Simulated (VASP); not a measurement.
Set up this calculation in VASP 6.6.1, as the native input.

```yaml
Task: relaxation of cell and atoms
Functional: PBE
Potentials_or_basis: VASP PAW PBE potentials, release 64 (Sn_d, Te)
Cutoff: 600 eV
k_mesh: 10 × 10 × 10
Occupations: gaussian, width 0.03 eV
Spin: no spin polarisation
Further_INCAR_settings: ALGO = Normal; EDIFF = 1e-07; IBRION = 2; EDIFFG = -0.005; NSW = 90; ISIF = 3
```

The structure of SnTe lies in POSCAR:

```
SnTe                                    
1.0
    0.0000000000      3.2051809016      3.2051809016
    3.2051809016      0.0000000000      3.2051809016
    3.2051809016      3.2051809016      0.0000000000
  Sn              Te            
     1     1
Direct
     0.0000000000000000    0.0000000000000000    0.0000000000000000
     0.5000000000000000    0.5000000000000000    0.5000000000000000
```

One way to write it, as run:

INCAR

```
PREC = Accurate
ENCUT = 600
EDIFF = 1E-7
ISMEAR = 0
SIGMA = 0.03
LREAL = False
LASPH = True
NELM = 80
ALGO = Normal
ISIF = 3
LWAVE = False
LCHARG = False
GGA = PE
IBRION = 2
NSW = 90
EDIFFG = -0.005
```

KPOINTS

```
Automatic mesh
0
Gamma
  10 10 10
```

Potentials or basis: VASP PAW PBE potentials, release 64 (Sn_d, Te).

Run with:

```sh
$ cat potpaw_PBE.64/Sn_d/POTCAR potpaw_PBE.64/Te/POTCAR > POTCAR
$ mpirun -np 1 vasp_std > vasp.out
```

Results of the run:

```json
{
 "Pressure after relaxing": "0.0 GPa",
 "Band gap on the k mesh": "0.05 eV, direct"
}
```

Caveat: the relaxation stopped at its first step, so nothing moved; spin-orbit coupling is left out, which moves the levels of the heavy elements.

Wall time 19 s on 1 thread of Intel(R) Xeon(R) 6975P-C (Granite Rapids), with other jobs on the host, peak memory 0.24 GiB.
